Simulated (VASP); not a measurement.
Energy against volume of PbTe (rock salt). The numbers are results of PBE GGA with D3 dispersion (Becke-Johnson damping), VASP's PBE PAW potentials (set 64) (plane waves; VASP), not measurements. Numerical set-up: 520 eV cut-off, 7×7×7 Γ-centred mesh, Gaussian smearing of 0.050 eV, potentials Te Pb_d.

```csv
V (Å³/atom),E (eV/atom)
32.799,-4.14919
33.813,-4.15368
34.828,-4.15002
35.842,-4.14038
```

Q: Fit these four points and predict the energy of the run at 31.785 Å³/atom.

A: A cubic in V^(−2/3), the third-order Birch-Murnaghan form, passes through the four points with V0 = 33.82 Å³/atom and B0 = 43 GPa, and gives -4.1338 eV/atom there. The run gave -4.1350 eV/atom, -1.1 meV/atom from the fit; all five points give B0 = 41 GPa.

The compound is PbTe in the rock salt structure. It was relaxed first.
